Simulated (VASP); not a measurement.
Data:

```
Mn
1.0
    0.00000     2.61444     2.61444
    2.61444     0.00000     2.61444
    2.61444     2.61444     0.00000
Mn
2
Cartesian
  3.92167   3.92167   3.92167
  2.61444   2.61444   2.61444
```
Starting moments (μB, in the order of the record's atoms Mn Mn): 4.0 4.0.

Calculation: PBE GGA, VASP's PBE PAW potentials (set 64) (plane waves; VASP). Numerical set-up: 300 eV cut-off, 9×9×9 Γ-centred mesh, Gaussian smearing of 0.10 eV, potentials Mn_pv.

At this cut-off the stress carries a Pulay error, which pulls relaxed volumes low. The moments were started parallel, and other spin orders were not tried in this run.

### Question
Give the stress tensor in GPa (positive for a compressed cell).

### Answer

```
-16.93    0.00    0.00
  0.00  -16.93    0.00
  0.00    0.00  -16.93
```
The pressure is its mean diagonal, -16.93 GPa.

The structure was generated: Mn was put into an ordered model structure, which need not be its known phase. The cell was not relaxed at this level.
